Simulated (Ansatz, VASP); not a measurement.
# Zr (Zirconium): VASP beside Ansatz

Aim: how closely do two programs agree when they are given the same cell, functional and k mesh? The cell is taken from a series of runs on this material, whose earlier steps may have relaxed, scaled, displaced or heated it; both programs get it as it stands.

Main program and level: Ansatz 0.2.0; plane waves, with VASP 6.6.1 beside it; zone-centre phonons at LDA.

### Step 1. The structure

Symmetry: P6_3/mmc, No. 194, hexagonal system. The conventional cell has a = 3.080 Å, b = 3.080 Å, c = 5.192 Å, α = 90.00°, β = 90.00°, γ = 120.00°. Nearest to Zr lie 12 Zr at 3.08 to 3.15 Å.

### Step 2. Ansatz: zone-centre phonons, LDA, pair 1

Ansatz runs on its PAW soft_1 files.

Second derivatives magnify differences that forces hide, and they need a tight electronic threshold.

input.yaml

```yaml
crystal:
  lattice:
    - [3.0801622976, 0.0, 0.0]
    - [-1.5400811488, 2.6674987975, 0.0]
    - [0.0, 0.0, 5.1924284507]
  atoms:
    - { symbol: Zr, position: [0.3333333333, 0.6666666667, 0.25] }
    - { symbol: Zr, position: [0.6666666667, 0.3333333333, 0.75] }
kpoints:
  mp_grid: { grid: [15, 15, 8] }
hamiltonian:
  xc: lda
  pseudopotentials: { kind: paw, azcp: { folder: soft_1 }, xc_functional: pbe }
scf:
  occupations: { method: methfessel_paxton, width: 0.2 }
output:
  eigenvalues: true
phonons:
  method: dfpt
```

Run with:

```console
> ansatz run input.yaml --threads 4 --pin off --max-ram 10240MiB --backend cpu --events-out ev --progress --plain --runs-dir out
```

Numbers of over 12 decimals in the logs are rounded to 6 here.

The program printed:

```text
zone centre: on kpoints.mp_grid the ground state, and the responses unless they are solved on pairs of k-points, stand on 320 of the mesh's 1800 k-points, reduced under 4 symmetry operations, with k and −k counted as one. Each operation leaves every solved displacement unchanged or reverses it
Engine: ansatz 0.2.0, aarch64-unknown-linux-gnu
Pseudopotentials: kind: paw
Pseudopotential: Zr, paw, valence charge 12, recommended cutoff 420 eV (normal), soft_1/Zr.paw.azcp
Functional definition: SPW92
  exchange = slater_x
  correlation = pw_c
Crystal: 2 atoms, lattice volume = 42.663 Å³
Basis set: ecut = 420 eV, 809 PW (Γ), exchange–correlation on 48×48×72 points (8 copies of the dense FFT grid, shifted against one another)
Bands: 16, of which v1, the nominal top of the filled ones, is band 12 counted from 1 (11 counted from 0)
Symmetry: 24 space group operations
k-points: 320 of 1800 (irreducible under 4 space group operations, time reversal used)
Non-local potential: Zr, projectors of the file, l = 0: 3, l = 1: 2, l = 2: 2, l = 3: 1
PAW form: soft (Blöchl's): semilocal exchange-correlation on the pseudo side does not see the compensation charge
PAW frozen core: Zr, regenerated for the run's functional, and the local potential with it (the file was generated under x = pbe(κ = 0.804, μ = 0.219515), c = pbe(β = 0.066725))
PAW one-centre angular grid: Zr, 590 points (default); XC on 64 Gauss nodes
Initial density: superposition of atomic densities (chi_scale 0.1, normalization cell)
Initial wavefunctions: pseudopotential atomic-orbital guess
Functional: x = slater, c = lda
SCF iter   1: F=—  HF=-8155.108861 eV  |F-HF|=—  |Δ(HF+E_count)|=         —  Δρ=2.80e-2  dr2=3.95e-1  ethr=3.10e-3  ⟨swp⟩=5.0  Hψ=47852  notcnv=0
automatic band count: the SCF goes on with 20 bands, as 16 were too few: they end inside the smearing window of the response
preconditioner: auto → Kerker (q_TF=auto, 2.479 Å⁻¹)  [metal: Δε(μ)=0.020 eV  Ē_g=5.516 eV  σ=0.200 eV  W_gap=0.09  n_scr=10 (ndim 8)  ℏωp=16.1 eV  f_vac=0.000  D(μ)=1.99/eV (n_scr^D=22)]
SCF iter   2: F=—  HF=-8155.006855 eV  |F-HF|=—  |Δ(HF+E_count)|=   1.02e-1  S|Δr|=    0.00e0  Δρ=1.71e-2  dr2=1.43e-1  ethr=1.65e-3  ⟨swp⟩=1.0  Hψ=8960  notcnv=0
SCF iter   3: F=—  HF=-8154.954292 eV  |F-HF|=—  |Δ(HF+E_count)|=   5.26e-2  S|Δr|=    0.00e0  Δρ=1.70e-3  dr2=7.24e-4  ethr=5.97e-4  ⟨swp⟩=3.0  Hψ=11597  notcnv=0
SCF iter   4: F=—  HF=-8154.954262 eV  |F-HF|=—  |Δ(HF+E_count)|=   3.01e-5  S|Δr|=    0.00e0  Δρ=2.56e-4  dr2=1.24e-5  ethr=3.02e-6  ⟨swp⟩=2.2  Hψ=9647  notcnv=0
SCF iter   5: F=—  HF=-8154.954264 eV  |F-HF|=—  |Δ(HF+E_count)|=   2.22e-6  S|Δr|=    0.00e0  Δρ=2.86e-5  dr2=2.03e-7  ethr=5.15e-8  ⟨swp⟩=1.0  Hψ=5918  notcnv=0
SCF iter   6: F=—  HF=-8154.954264 eV  |F-HF|=—  |Δ(HF+E_count)|=   1.68e-7  S|Δr|=    0.00e0  Δρ=4.61e-6  dr2=9.06e-9  ethr=8.47e-10  ⟨swp⟩=2.6  Hψ=9619  notcnv=0  defer=98
SCF iter   7: F=—  HF=-8154.954264 eV  |F-HF|=—  |Δ(HF+E_count)|=   1.14e-9  S|Δr|=    0.00e0  Δρ=8.82e-7  dr2=4.09e-10  ethr=3.78e-11  ⟨swp⟩=1.6  Hψ=6344  notcnv=0  defer=100
SCF iter   8: F=-8154.954264 eV  HF=-8154.954264 eV  |F-HF|=0.00e0  |Δ(HF+E_count)|=  1.06e-10  S|Δr|=    0.00e0  Δρ=1.52e-7  dr2=7.02e-12  ethr=1.00e-12  ⟨swp⟩=9.0  Hψ=32482  notcnv=0
SCF 1 converged in 8 iterations: F = -8154.954264 eV  dr2 = 7.02e-12
  greatest PAW one-centre occupation: 0.994 electrons in one spin orbital (limit 2), on the Zr atom at site 1 (counted from 0), in its partial waves of l = 0
DFPT response loops at Γ: preconditioner auto → Kerker (q_TF=auto, 2.479 Å⁻¹) (partly filled bands, converged f_vac=0.000); β = 1.00, the filter's whole step (`scf.mixing.beta` (0.50) is not read by the response loops under this deck's `scf.mixing.preconditioner`; to damp them name `kerker` or `kerker_dos`, under which they read `scf.mixing.beta`, and type it under 1.00, their step now; both keys bind the ground state too); Broyden in place of MSR1
SCF converged after 8 iterations
Stability not checked: this state was not tested for a lower state beside it, because cold or Methfessel-Paxton smearing, or corrected tetrahedra, fill the levels in a way that the test cannot read (fill_not_monotonic; see scf.lower_state_search)
Free energy (F): -8154.954264 eV
Harris-Foulkes:  -8154.954264 eV  (|F-HF|=0.00e0)
Internal energy: -8154.957057 eV  (E = F + TS)
E sigma→0 (E₀):  -8154.954962 eV
Entropy (-TS):   0.002793 eV (1.396 meV/atom)
Fermi energy:    15.154954 eV
--- Per-component energies (eV) ---
  E_band       = -161.837404
  E_kinetic    = 636.486920
  E_local      = -1136.086789  (includes V_loc(G=0)·N_el)
  E_nonlocal   = 159.663320
  E_hartree    = 369.786332
  E_xc         = -308.292970
  E_vxc        = -366.503153  (∫ρ·V_xc dr)
  E_paw        = -5718.153980  (= ΣΔE_a)
  E_vpaw       = -194.970360  (= ΣTr[D̂ρ^β])
  E_aug_tail   = -0.000048  (compensation charges beyond the density's cutoff)
  E_ewald      = -2159.100642
  E_core_change = 0.740800  (= ΣΔE_core)
  E_smearing   = 0.002793  (= −TS)
  E_closure    = 0.000000  (closes the sum)
  Σ components = -8154.954264   (vs F -8154.954264, Δ=0.00e0)
--- Band table (eV; the first three rows and the last of 320) ---
  k-point 0: bands = [... 8 lower, 9.3915, 11.8860, 15.6677, 16.1157, 16.1157, 16.3174, 16.7544, 16.7544, ... 4 higher]
  k-point 1: bands = [... 8 lower, 9.5256, 11.8796, 15.5811, 16.0717, 16.0771, 16.0771, 16.6779, 16.6779, ... 4 higher]
  k-point 2: bands = [... 8 lower, 9.9070, 11.8157, 15.3572, 15.5313, 16.0180, 16.0180, 16.4905, 16.4905, ... 4 higher]
  k-point 319: bands = [... 8 lower, 12.7471, 12.7471, 14.4300, 14.4300, 15.3067, 15.3067, 17.1139, 17.1139, ... 4 higher]
--- Phonons (Γ-DFPT): 2 representative perturbations + reference, on 320 of 1800 k-points (Σ response iterations 6) ---
  k mesh reduced under 4 symmetry operations, with k and −k counted as one. Each operation leaves every solved displacement unchanged or reverses it
  ASR residual: 3.390e-5 → 0.000e0 eV/Å²; symmetrization residual: 7.644e-14 eV/Å²
  ASR residual per site (eV/Å²): 3.39e-5 3.39e-5
  Γ frequencies (cm⁻¹): 0.00 0.00 0.00 49.69 49.69 187.03
  non-analytic LO–TO correction: not included (Born effective charges unavailable; polar crystals: no LO–TO splitting at Γ)
```

### Step 3. VASP: zone-centre phonons, LDA, pair 1

The same cell, functional (in two slightly different forms), mesh and smearing now go to VASP, with its own data sets.

Lines of VASP's logs that name or quote its potential files are left out, and so is its time.

INCAR

```
SYSTEM = Zr
PREC = Accurate
ENCUT = 500
EDIFF = 1E-08
NELM = 120
ISMEAR = 1
SIGMA = 0.2
LREAL = .FALSE.
ALGO = Normal
GGA = CA
NBANDS = 18
LASPH = .TRUE.
LORBIT = 11
LWAVE = .FALSE.
LCHARG = .FALSE.
ISIF = 2
IBRION = 8
GGA_COMPAT = .FALSE.
KPAR = 2
```

POSCAR

```
Zr
1.0
    3.0801622976      0.0000000000      0.0000000000
   -1.5400811488      2.6674987975      0.0000000000
    0.0000000000      0.0000000000      5.1924284507
Zr
2
Direct
    0.3333333333      0.6666666667      0.2500000000
    0.6666666667      0.3333333333      0.7500000000
```

KPOINTS

```
Automatic mesh
0
Gamma
15 15 8
0 0 0
```

Potentials, in the order of the species: Zr_sv (LDA family, release 64).

Run with:

```console
> mpirun -np 2 vasp_std
```

The program printed:

```text
[banner, memory and clock lines left out]
running    2 mpi-ranks, on    1 nodes
 distrk:  each k-point on    1 cores,    2 groups
 distr:  one band on    1 cores,    1 groups

 POSCAR found type information on POSCAR Zr
 POSCAR found :  1 types and       2 ions
 LDA part: xc-table for (Slater(with rela. corr.)+CA(PZ))
 , standard interpolation
 POSCAR, INCAR and KPOINTS ok, starting setup
 FFT: planning ... GRIDC
 FFT: planning ... GRID_SOFT
 FFT: planning ... GRID
 WAVECAR not read
 entering main loop
       N       E                     dE             d eps       ncg     rms          rms(c)
DAV:   1     0.211074208755E+03    0.21107E+03   -0.13242E+04  4860   0.130E+03
DAV:   2    -0.347969903291E+01   -0.21455E+03   -0.21103E+03  5702   0.381E+02
DAV:   3    -0.188585636503E+02   -0.15379E+02   -0.15234E+02  8796   0.741E+01
DAV:   4    -0.192065061297E+02   -0.34794E+00   -0.34768E+00  5668   0.118E+01
DAV:   5    -0.192165981417E+02   -0.10092E-01   -0.10087E-01  7176   0.139E+00    0.171E+01
DAV:   6    -0.186679960625E+02    0.54860E+00   -0.82561E-01  5250   0.718E+00    0.710E+00
DAV:   7    -0.185651025543E+02    0.10289E+00   -0.55145E-01  7138   0.497E+00    0.107E+00
DAV:   8    -0.185686857860E+02   -0.35832E-02   -0.34378E-02  6410   0.151E+00    0.243E-01
DAV:   9    -0.185689023038E+02   -0.21652E-03   -0.10030E-03  6102   0.303E-01    0.346E-02
DAV:  10    -0.185688873373E+02    0.14966E-04   -0.33740E-05  6882   0.419E-02    0.236E-02
DAV:  11    -0.185688879031E+02   -0.56587E-06   -0.73591E-06  5308   0.319E-02    0.198E-03
DAV:  12    -0.185688877553E+02    0.14782E-06   -0.32702E-07  6862   0.374E-03    0.192E-03
DAV:  13    -0.185688877547E+02    0.59981E-09   -0.20954E-08  3866   0.131E-03
   1 F= -.18568888E+02 E0= -.18569820E+02  d E =0.279553E-02
 Linear response reoptimize wavefunctions to high precision
DAV:   1    -0.185688877595E+02   -0.48167E-08   -0.81986E-09  5636   0.900E-04
DAV:   2    -0.185688877596E+02   -0.27285E-10   -0.22279E-10  2904   0.108E-04
 Linear response DOF=           2
 Linear response progress:
  Degree of freedom:   1/  2
       N       E                     dE             d eps       ncg     rms          rms(c)
RMM:   1    -0.644185704434E+00   -0.64419E+00    0.27122E+00 21964   0.133E+01
RMM:   2    -0.595019014502E+00    0.49167E-01   -0.23738E-01 33003   0.268E+00    0.234E-01
RMM:   3    -0.596685144378E+00   -0.16661E-02   -0.36568E-02 40585   0.922E-01    0.747E-02
RMM:   4    -0.598793697451E+00   -0.21086E-02   -0.47665E-03 48878   0.334E-01    0.242E-02
RMM:   5    -0.599327610803E+00   -0.53391E-03   -0.78080E-04 47779   0.135E-01    0.164E-02
RMM:   6    -0.599353832305E+00   -0.26222E-04   -0.18024E-04 51298   0.576E-02    0.154E-02
RMM:   7    -0.599265774216E+00    0.88058E-04   -0.51483E-05 48279   0.332E-02    0.455E-03
RMM:   8    -0.599244990863E+00    0.20783E-04   -0.22374E-05 50607   0.151E-02    0.277E-03
RMM:   9    -0.599236539305E+00    0.84516E-05   -0.11580E-05 52478   0.847E-03    0.138E-03
RMM:  10    -0.599225686116E+00    0.10853E-04   -0.55629E-06 51163   0.513E-03    0.195E-04
RMM:  11    -0.599224993768E+00    0.69235E-06   -0.40777E-06 53977   0.314E-03    0.840E-05
RMM:  12    -0.599225217427E+00   -0.22366E-06   -0.26350E-06 53451   0.207E-03    0.509E-05
RMM:  13    -0.599225811720E+00   -0.59429E-06   -0.14436E-06 51959   0.152E-03    0.410E-05
RMM:  14    -0.599225226417E+00    0.58530E-06   -0.10687E-06 52378   0.118E-03    0.926E-06
RMM:  15    -0.599225231044E+00   -0.46275E-08   -0.60980E-07 53539   0.961E-04    0.104E-05
RMM:  16    -0.599225210320E+00    0.20725E-07   -0.51793E-07 53148   0.802E-04    0.125E-05
RMM:  17    -0.599225380348E+00   -0.17003E-06   -0.32397E-07 51571   0.699E-04    0.386E-05
RMM:  18    -0.599225267236E+00    0.11311E-06   -0.26166E-07 51671   0.616E-04    0.380E-05
RMM:  19    -0.599225210488E+00    0.56748E-07   -0.19399E-07 52669   0.555E-04    0.382E-05
RMM:  20    -0.599225232041E+00   -0.21554E-07   -0.12624E-07 50493   0.505E-04    0.431E-05
 first order change of Fermi-energy   0.10676E-04
 force on displaced ion       1 direction 1 :  -0.410   0.000   0.000
 Linear response progress:
  Degree of freedom:   2/  2
       N       E                     dE             d eps       ncg     rms          rms(c)
RMM:   1    -0.787836472847E+00   -0.78784E+00    0.29782E+00  7600   0.135E+01
RMM:   2    -0.739307425651E+00    0.48529E-01   -0.27211E-01 11140   0.278E+00    0.249E-01
RMM:   3    -0.743127380045E+00   -0.38200E-02   -0.45552E-02 13544   0.970E-01    0.839E-02
RMM:   4    -0.745753981135E+00   -0.26266E-02   -0.51751E-03 15236   0.352E-01    0.299E-02
RMM:   5    -0.746140299499E+00   -0.38632E-03   -0.75294E-04 16148   0.143E-01    0.197E-02
RMM:   6    -0.746045293733E+00    0.95006E-04    0.16134E-04 16746   0.642E-02    0.127E-02
RMM:   7    -0.745975852754E+00    0.69441E-04    0.61171E-05 16879   0.334E-02    0.533E-03
RMM:   8    -0.745971205690E+00    0.46471E-05   -0.44083E-05 16704   0.181E-02    0.115E-03
RMM:   9    -0.745957918467E+00    0.13287E-04   -0.59594E-05 17577   0.971E-03    0.367E-04
RMM:  10    -0.745956094891E+00    0.18236E-05   -0.37425E-05 17534   0.543E-03    0.246E-04
RMM:  11    -0.745955930309E+00    0.16458E-06   -0.39345E-05 17496   0.329E-03    0.146E-04
RMM:  12    -0.745956660945E+00   -0.73064E-06   -0.33218E-05 17239   0.234E-03    0.437E-05
RMM:  13    -0.745955643135E+00    0.10178E-05   -0.21412E-05 17673   0.167E-03    0.390E-05
RMM:  14    -0.745954826599E+00    0.81654E-06   -0.13754E-05 16517   0.130E-03    0.379E-05
RMM:  15    -0.745954564500E+00    0.26210E-06   -0.86326E-06 16554   0.104E-03    0.395E-05
 first order change of Fermi-energy  -0.11244E-03
 force on displaced ion       1 direction 3 :  -0.000  -0.000  -6.144
 Linear response finished
```

Parts of OUTCAR (step 3):

```text
ion  position               nearest neighbor table
   1  0.333  0.667  0.250-   2 3.15   2 3.15   2 3.15   2 3.15   2 3.15   2 3.15
   2  0.667  0.333  0.750-   1 3.15   1 3.15   1 3.15   1 3.15   1 3.15   1 3.15

  LATTYP: Found a hexagonal cell.
 ALAT       =     3.0801622976
 C/A-ratio  =     1.6857645634

 Subroutine GETGRP returns: Found 24 space group operations
 (whereof 12 operations were pure point group operations)

The static configuration has the point symmetry D_3d.
 The point group associated with its full space group is D_6h.

 Found    135 irreducible k-points:

   k-points           NKPTS =    135   k-points in BZ     NKDIM =    135   number of bands    NBANDS=     18

   dimension x,y,z NGX =    24 NGY =   24 NGZ =   40
   dimension x,y,z NGXF=    48 NGYF=   48 NGZF=   80

   ENCUT  =  500.0 eV  36.75 Ry    6.06 a.u.   5.62  5.62  9.47*2*pi/ulx,y,z

   NELECT =      24.0000    total number of electrons

 k-points in reciprocal lattice and weights: Automatic mesh
   0.00000000  0.00000000  0.00000000       0.001
   0.06666667  0.00000000  0.00000000       0.003
   0.13333333  0.00000000  0.00000000       0.003
   0.20000000  0.00000000  0.00000000       0.003
   0.26666667  0.00000000  0.00000000       0.003
   0.33333333  0.00000000  0.00000000       0.003
   0.40000000  0.00000000  0.00000000       0.003
   0.46666667  0.00000000  0.00000000       0.003
   0.06666667  0.06666667  0.00000000       0.003
[...]
0.33333333  0.26666667  0.50000000       0.007
   0.33333333  0.33333333  0.50000000       0.001

 average (electrostatic) potential at core
       1 -73.1952       2 -73.1952

  Total        0.7122995      0.7122995      0.0297215      0.0000000      0.0000000      0.0000000
  in kB       26.7500666     26.7500666      1.1161760      0.0000000      0.0000000      0.0000000
  external PRESSURE =      18.2054364 kB  Pullay stress =       0.0000000 kB

  energy-cutoff  :      500.00
  volume of cell :       42.66
      direct lattice vectors                 reciprocal lattice vectors
     3.080162298  0.000000000  0.000000000     0.324658217  0.187441509  0.000000000
    -1.540081149  2.667498797  0.000000000     0.000000000  0.374883018  0.000000000
     0.000000000  0.000000000  5.192428451     0.000000000  0.000000000  0.192588114

 POSITION                                       TOTAL-FORCE (eV/Angst)
 -----------------------------------------------------------------------------------
     -0.00000      1.77833      1.29811         0.000000     -0.000000      0.000000
      1.54008      0.88917      3.89432        -0.000000      0.000000      0.000000
 -----------------------------------------------------------------------------------
    total drift:                                0.000000     -0.000000      0.000000

 Eigenvectors and eigenvalues of the dynamical matrix
 ----------------------------------------------------

   1 f  =    5.737598 THz    36.050391 2PiTHz  191.385664 cm-1    23.728787 meV
             X         Y         Z           dx          dy          dz
     -0.000000  1.778333  1.298107     0.000000    0.000000    0.707107
      1.540081  0.889166  3.894321     0.000000    0.000000   -0.707107

   2 f  =    1.481553 THz     9.308872 2PiTHz   49.419288 cm-1     6.127208 meV
             X         Y         Z           dx          dy          dz
     -0.000000  1.778333  1.298107    -0.707107   -0.000141    0.000000
      1.540081  0.889166  3.894321     0.707107    0.000141    0.000000

   3 f  =    1.481553 THz     9.308872 2PiTHz   49.419288 cm-1     6.127208 meV
             X         Y         Z           dx          dy          dz
     -0.000000  1.778333  1.298107     0.000141   -0.707107    0.000000
      1.540081  0.889166  3.894321    -0.000141    0.707107    0.000000

   4 f  =    0.000000 THz     0.000000 2PiTHz    0.000000 cm-1     0.000000 meV
             X         Y         Z           dx          dy          dz
     -0.000000  1.778333  1.298107     0.000000    0.000000    0.707107
      1.540081  0.889166  3.894321     0.000000    0.000000    0.707107

   5 f/i=    0.000000 THz     0.000000 2PiTHz    0.000001 cm-1     0.000000 meV
             X         Y         Z           dx          dy          dz
     -0.000000  1.778333  1.298107     0.454509   -0.541684    0.000000
      1.540081  0.889166  3.894321     0.454509   -0.541684    0.000000

   6 f/i=    0.000000 THz     0.000000 2PiTHz    0.000001 cm-1     0.000000 meV
             X         Y         Z           dx          dy          dz
     -0.000000  1.778333  1.298107    -0.541684   -0.454509    0.000000
      1.540081  0.889166  3.894321    -0.541684   -0.454509    0.000000

 ELASTIC MODULI CONTR FROM IONIC RELAXATION (kBar)
 Direction    XX          YY          ZZ          XY          YZ          ZX
 --------------------------------------------------------------------------------
 XX         -84.2532     84.2532      0.0000     -0.0000     -0.0000     -0.0000
 YY          84.2532    -84.2532      0.0000      0.0000      0.0000      0.0000
 ZZ           0.0000      0.0000      0.0000      0.0000      0.0000      0.0000
 XY          -0.0000      0.0000      0.0000    -84.2532     -0.0000     -0.0000
 YZ          -0.0000      0.0000      0.0000     -0.0000     -0.0000     -0.0000
 ZX          -0.0000      0.0000      0.0000     -0.0000     -0.0000     -0.0000
 --------------------------------------------------------------------------------
```

### Step 4. Differences

Known differences besides the potentials themselves: the two LDA forms differ slightly; the cutoff is 420 eV in Ansatz and 500 eV in VASP; VASP's log shows a relativistic correction to its local exchange, Ansatz's none. Total energies have different zeros and are not compared.

Both answers:

| quantity | Ansatz | VASP | difference |
| --- | --- | --- | --- |
| optical mode 1 to 2 (cm⁻¹) | 49.7 | 49.4 | +0.3 |
| optical mode 3 (cm⁻¹) | 187.0 | 191.4 | -2.28 % |

Modes are paired by rising frequency, not by their patterns, so a pair may set unlike modes beside each other; they are those without the splitting of longitudinal modes.

[end of part 1 of 2]

[Lines on the potential files, build, host, timing and source positions are cut from VASP's logs without a mark.]

[Logs are printed without paths, hosts, clocks, repeated set-up lines and the standing remarks that a program may print on its own settings, such as how far it seeks lower states.]

[Hosts, paths, dates, database ids (printed as entryN), source tags and the programs' standing remarks are cut or masked in the printed files.]
